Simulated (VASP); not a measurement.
The cell holds one RbBr (rock salt) (110) slab, with vacuum along c, ions free to move until forces fall under 0.03 eV/Å, no reconstruction beyond this cell, dipole correction on. Ionisation potential and electron affinity count from the cell's own band edges, surface states included.

Here is the system:

```xyz
8
Lattice="4.8429 0.0000 0.0000 0.0000 6.8489 0.0000 0.0000 0.0000 24.5962" Properties=species:S:1:pos:R:3 pbc="T T T"
Rb     0.0000     0.0000     8.7529
Rb     2.4214     3.4244    11.0096
Rb     0.0000     0.0000    13.5867
Rb     2.4214     3.4244    15.8434
Br     2.4214     0.0000    11.0273
Br     0.0000     3.4244     8.7106
Br     2.4214     0.0000    15.8857
Br     0.0000     3.4244    13.5690
```

Calculation: PBEsol GGA, VASP's PBE PAW potentials (set 64) (plane waves; VASP). Settings: 400 eV cut-off, 4×3×1 Γ-centred mesh, Gaussian smearing of 0.050 eV, potentials Rb_sv Br.

Slab and bulk use different k-meshes, so the surface energy is good to a few per cent at best.

Question: Predict its surface energy, ionisation potential, electron affinity, band gap (on the k-mesh).

Answer: 
```
Quantity                     Result
------------------------  ---------
surface energy            0.21 J/m²
ionisation potential        5.46 eV
electron affinity           1.64 eV
band gap (on the k-mesh)    3.82 eV
```

The cell is a thin slab with vacuum, built from RbBr (rock salt): (110) face.
